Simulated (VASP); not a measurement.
Method: vdW-DF2, VASP's PBE PAW potentials (set 64) (plane waves; VASP).

A VASP calculation is set up with these files.

### KPOINTS
```
Automatic mesh
0
Gamma
12 12 12
0 0 0
```

**INCAR**
```
LASPH = .TRUE.   ! aspherical one-centre terms
ZAB_VDW = -1.8867
LCHARG = .FALSE.
ALGO = Normal   ! blocked Davidson
NELM = 100   ! most electronic steps
AGGAC = 0.0
ISIF = 2   ! forces and stress, cell fixed
SIGMA = 0.05   ! width (eV)
PREC = Accurate
ENCUT = 520   ! plane-wave cut-off (eV)
SYSTEM = C
GGA = ML
LUSE_VDW = .TRUE.
EDIFF = 1E-7
LREAL = .FALSE.
ISMEAR = 0
LWAVE = .FALSE.
```

**POSCAR**
```
C
1
    0.0000000000     1.7851062840     1.7851062840
    1.7851062840     0.0000000000     1.7851062840
    1.7851062840     1.7851062840     0.0000000000
C
2
Direct
  0.0000000000   0.0000000000   0.0000000000
  0.2500000000   0.2500000000   0.2500000000
```

POTCAR, in this order: C (PBE.64 set). Program: vasp_std.

The run wrote:

### OUTCAR
```
 ion  position               nearest neighbor table
   1  0.000  0.000  0.000-   2 1.55   2 1.55   2 1.55   2 1.55
   2  0.250  0.250  0.250-   1 1.55   1 1.55   1 1.55   1 1.55
  LATTYP: Found a face centered cubic cell.
 ALAT       =     3.5702125680
 Subroutine PRICEL returns:
 Original cell was already a primitive cell.
 Subroutine GETGRP returns: Found 48 space group operations
The static configuration has the point symmetry T_d .
 The point group associated with its full space group is O_h .
The dynamic configuration has the point symmetry T_d .
 Subroutine INISYM returns: Found 48 space group operations
 Subroutine IBZKPT returns following result:
 Found     72 irreducible k-points:

 Following reciprocal coordinates:
            Coordinates               Weight
  0.000000  0.000000  0.000000      1.000000
  0.083333  0.000000  0.000000      8.000000
  0.166667  0.000000  0.000000      8.000000
  0.250000  0.000000  0.000000      8.000000
  0.333333  0.000000  0.000000      8.000000
  0.416667  0.000000  0.000000      8.000000
  0.500000  0.000000  0.000000      4.000000
  0.083333  0.083333  0.000000      6.000000
  0.166667  0.083333  0.000000     24.000000
  0.250000  0.083333  0.000000     24.000000
  0.333333  0.083333  0.000000     24.000000
  0.416667  0.083333  0.000000     24.000000
  0.500000  0.083333  0.000000     24.000000
 -0.416667  0.083333  0.000000     24.000000
 -0.333333  0.083333  0.000000     24.000000
 -0.250000  0.083333  0.000000     24.000000
 -0.166667  0.083333  0.000000     24.000000
 -0.083333  0.083333  0.000000     12.000000
  0.166667  0.166667  0.000000      6.000000
  0.250000  0.166667  0.000000     24.000000
  0.333333  0.166667  0.000000     24.000000
  0.416667  0.166667  0.000000     24.000000
  0.500000  0.166667  0.000000     24.000000
...
```

File OSZICAR:
```
       N       E                     dE             d eps       ncg     rms          rms(c)
DAV:   1     0.340491168927E+01    0.34049E+01   -0.49645E+03  1192   0.985E+02
DAV:   2    -0.152691094776E+02   -0.18674E+02   -0.17936E+02  1848   0.113E+02
DAV:   3    -0.153810714563E+02   -0.11196E+00   -0.11196E+00  1224   0.116E+01
DAV:   4    -0.153812382497E+02   -0.16679E-03   -0.16679E-03  1552   0.483E-01
DAV:   5    -0.153812383760E+02   -0.12638E-06   -0.12638E-06  1224   0.822E-03    0.560E+00
DAV:   6    -0.148613993407E+02    0.51984E+00   -0.44034E-01  1256   0.580E+00    0.334E+00
DAV:   7    -0.146613739602E+02    0.20003E+00   -0.68500E-01  1536   0.707E+00    0.975E-01
DAV:   8    -0.146628308629E+02   -0.14569E-02   -0.52481E-03  1224   0.946E-01    0.929E-02
DAV:   9    -0.146626485741E+02    0.18229E-03   -0.55625E-04  1288   0.201E-01    0.301E-02
DAV:  10    -0.146626544143E+02   -0.58402E-05   -0.11110E-05  1288   0.505E-02    0.668E-03
DAV:  11    -0.146626545977E+02   -0.18339E-06   -0.94038E-07  1744   0.131E-02    0.426E-04
DAV:  12    -0.146626545025E+02    0.95179E-07   -0.47401E-09   600   0.960E-04
   1 F= -.14662655E+02 E0= -.14662655E+02  d E =-.408474E-20
```

OUTCAR:
```
------------------------ aborting loop because EDIFF is reached ----------------------------------------
  FORCE on cell =-STRESS in cart. coord.  units (eV):
  Direction    XX          YY          ZZ          XY          YZ          ZX
  --------------------------------------------------------------------------------------
  Total        0.9080501      0.9080501      0.9080501      0.0000000      0.0000000      0.0000000
  in kB      127.8786822    127.8786822    127.8786822      0.0000000      0.0000000      0.0000000
  external PRESSURE =     127.8786822 kB  Pullay stress =       0.0000000 kB
  volume of cell :       11.38
      direct lattice vectors                 reciprocal lattice vectors
     0.000000000  1.785106284  1.785106284    -0.280095367  0.280095367  0.280095367
     1.785106284  0.000000000  1.785106284     0.280095367 -0.280095367  0.280095367
     1.785106284  1.785106284  0.000000000     0.280095367  0.280095367 -0.280095367
 POSITION                                       TOTAL-FORCE (eV/Angst)
 -----------------------------------------------------------------------------------
      0.00000      0.00000      0.00000        -0.000000     -0.000000     -0.000000
      0.89255      0.89255      0.89255         0.000000      0.000000      0.000000
 -----------------------------------------------------------------------------------
    total drift:                                0.000000      0.000000      0.000000
  FREE ENERGIE OF THE ION-ELECTRON SYSTEM (eV)
  ---------------------------------------------------
  free  energy   TOTEN  =       -14.6626545025 eV

  energy  without entropy=      -14.6626545025  energy(sigma->0) =      -14.66265450
```
(Selected blocks of OUTCAR.)

The compound is C in the diamond structure. This cell is one point of a volume scan, at 0.97 of the reference volume.
